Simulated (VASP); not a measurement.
These are optB86b-vdW, VASP's PBE PAW potentials (set 64) (plane waves; VASP) values and carry that method's errors.

VASP ran on this input.

File KPOINTS:
```
Automatic mesh
0
Gamma
7 7 4
0 0 0
```

### POSCAR
```
AlN
1
    1.5566497979    -2.6961965337     0.0000000000
    1.5566497979     2.6961965337     0.0000000000
    0.0000000000     0.0000000000     4.9837267432
Al N
2 2
Direct
  0.6666670000   0.3333330000   0.5000242274
  0.3333330000   0.6666670000   0.0000242274
  0.6666670000   0.3333330000   0.8819757726
  0.3333330000   0.6666670000   0.3819757726
```

**INCAR**
```
SYSTEM  =  AlN
PARAM2  =  1.0
NSW  =  60
ISIF  =  3
IBRION  =  2   # conjugate gradients
EDIFF  =  1E-6   # SCF stop (eV)
AGGAC  =  0.0
LUSE_VDW  =  .TRUE.
ALGO  =  Normal
SIGMA  =  0.05
PREC  =  Accurate
LCHARG  =  .FALSE.
ENCUT  =  520
ISMEAR  =  0   # Gaussian
PARAM1  =  0.1234
NELM  =  100   # most electronic steps
LWAVE  =  .FALSE.
LASPH  =  .TRUE.
GGA  =  MK
EDIFFG  =  -0.02   # ionic stop
LREAL  =  .FALSE.
```

POTCAR, in this order: Al N (PBE.64 set). Program: vasp_std.

The resulting files:

**OSZICAR**
```
       N       E                     dE             d eps       ncg     rms          rms(c)
DAV:   1     0.572689795283E+02    0.57269E+02   -0.76619E+03   576   0.120E+03
DAV:   2    -0.261935943051E+02   -0.83463E+02   -0.79645E+02   884   0.230E+02
DAV:   3    -0.299073491578E+02   -0.37138E+01   -0.37020E+01   752   0.513E+01
DAV:   4    -0.299364862089E+02   -0.29137E-01   -0.29133E-01   644   0.539E+00
DAV:   5    -0.299369158796E+02   -0.42967E-03   -0.42966E-03   736   0.667E-01    0.122E+01
DAV:   6    -0.251081688718E+02    0.48287E+01   -0.17390E+01   692   0.318E+01    0.424E+00
DAV:   7    -0.251210270288E+02   -0.12858E-01   -0.64546E-01   636   0.638E+00    0.289E+00
DAV:   8    -0.251108623909E+02    0.10165E-01   -0.84532E-02   636   0.311E+00    0.471E-01
DAV:   9    -0.251063882009E+02    0.44742E-02   -0.19155E-02   740   0.104E+00    0.239E-01
DAV:  10    -0.251069282427E+02   -0.54004E-03   -0.23122E-03   652   0.373E-01    0.133E-01
DAV:  11    -0.251068572860E+02    0.70957E-04   -0.19649E-04   692   0.117E-01    0.336E-02
DAV:  12    -0.251068596086E+02   -0.23226E-05   -0.70357E-06   620   0.267E-02    0.641E-03
DAV:  13    -0.251068595939E+02    0.14725E-07   -0.50359E-06   684   0.173E-02
   1 F= -.25106860E+02 E0= -.25106860E+02  d E =-.251069E+02
       N       E                     dE             d eps       ncg     rms          rms(c)
DAV:   1    -0.251186468472E+02   -0.11787E-01   -0.24069E-01   656   0.473E+00    0.723E-01
DAV:   2    -0.251073377471E+02    0.11309E-01   -0.40017E-02   664   0.157E+00    0.160E-01
DAV:   3    -0.251072470314E+02    0.90716E-04   -0.14701E-03   652   0.346E-01    0.656E-02
DAV:   4    -0.251071831930E+02    0.63838E-04   -0.54120E-05   684   0.695E-02    0.340E-02
DAV:   5    -0.251071641508E+02    0.19042E-04   -0.11826E-05   628   0.316E-02    0.111E-02
DAV:   6    -0.251071636174E+02    0.53336E-06   -0.34618E-07   336   0.542E-03
   2 F= -.25107164E+02 E0= -.25107164E+02  d E =-.304024E-03
       N       E                     dE             d eps       ncg     rms          rms(c)
DAV:   1    -0.251112681905E+02   -0.41040E-02   -0.55411E-02   656   0.228E+00    0.346E-01
DAV:   2    -0.251086773571E+02    0.25908E-02   -0.90084E-03   664   0.744E-01    0.781E-02
DAV:   3    -0.251086655258E+02    0.11831E-04   -0.34128E-04   656   0.167E-01    0.318E-02
DAV:   4    -0.251086561837E+02    0.93421E-05   -0.11937E-05   676   0.327E-02    0.167E-02
DAV:   5    -0.251086549261E+02    0.12576E-05   -0.26708E-06   556   0.152E-02    0.534E-03
DAV:   6    -0.251086551293E+02   -0.20318E-06   -0.96563E-08   300   0.282E-03
   3 F= -.25108655E+02 E0= -.25108655E+02  d E =-.179554E-02
```

File OUTCAR:
```
------------------------ aborting loop because EDIFF is reached ----------------------------------------
  FORCE on cell =-STRESS in cart. coord.  units (eV):
  Direction    XX          YY          ZZ          XY          YZ          ZX
  --------------------------------------------------------------------------------------
  Total       -0.0202804     -0.0202804      0.0396953      0.0000000      0.0000000      0.0000000
  in kB       -0.7703306     -0.7703306      1.5077896      0.0000000      0.0000000      0.0000000
  external PRESSURE =      -0.0109572 kB  Pullay stress =       0.0000000 kB
  volume of cell :       42.18
      direct lattice vectors                 reciprocal lattice vectors
     1.560748803 -2.703296219  0.000000000     0.320359047 -0.184959383  0.000000000
     1.560748803  2.703296219  0.000000000     0.320359047  0.184959383  0.000000000
     0.000000000  0.000000000  4.998647223     0.000000000  0.000000000  0.200054126
  FREE ENERGIE OF THE ION-ELECTRON SYSTEM (eV)
  ---------------------------------------------------
  free  energy   TOTEN  =       -25.1086551293 eV

  energy  without entropy=      -25.1086551293  energy(sigma->0) =      -25.10865513

 reached required accuracy - stopping structural energy minimisation
```
(Selected blocks of OUTCAR.)

### CONTCAR
```
AlN
   1.00000000000000
     1.5607488032668730   -2.7032962192096717    0.0000000000000000
     1.5607488032668730    2.7032962192096717    0.0000000000000000
     0.0000000000000000    0.0000000000000000    4.9986472233761656
  Al              N
     2     2
Direct
     0.6666669999999968    0.3333330000000032    0.5000537280128972
     0.3333330000000032    0.6666669999999968    0.0000537280128971
     0.6666669999999968    0.3333330000000032    0.8819462719871007
     0.3333330000000032    0.6666669999999968    0.3819462719871008
```

The compound is AlN in the wurtzite structure. This run relaxes it. Symmetry was kept, so distortions that lower it aren't found. The start is the result of an earlier pass.
